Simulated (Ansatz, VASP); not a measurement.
Zr3PN3 in VASP and in Ansatz

```xyz
7
Lattice="4.7686 0.0000 0.0000 0.0000 4.7686 0.0000 0.0000 0.0000 4.7686" Properties=species:S:1:pos:R:3 pbc="T T T"
Zr    2.3843    0.0000    0.0000
Zr    0.0000    2.3843    0.0000
Zr    0.0000    0.0000    2.3843
P     0.0000    0.0000    0.0000
N     0.0000    2.3843    2.3843
N     2.3843    0.0000    2.3843
N     2.3843    2.3843    0.0000
```

Change from the starting cell: species swapped into the Ca3AsBr3 type (Pm-3m, No. 221).

Alike in both runs: functional PBE; k mesh 8 × 8 × 8; occupations gaussian, width 0.1 eV; no spin polarisation.

Ansatz relaxed the structure, and its values are those at the end. VASP's run is a single point on that final structure, the one shown.

|  | VASP | Ansatz |
| --- | --- | --- |
| version | VASP 6.6.1 | Ansatz 0.2.0 |
| potentials or method | VASP PAW PBE potentials, release 64 (Zr_sv, P, N) | scalar-relativistic, plane waves, PAW |
| plane-wave cutoff (eV) | 520 | 420 |
| valence electrons in the cell | 56 | 56 |

|  | VASP | Ansatz | Ansatz less VASP |
| --- | --- | --- | --- |
| gap on the k mesh at the Fermi level (eV) | none | none | - |
| pressure (GPa) | 0.1 | 0.0 | -0.06 |

A gap of «none» marks a metal or a gap that the smearing closes.
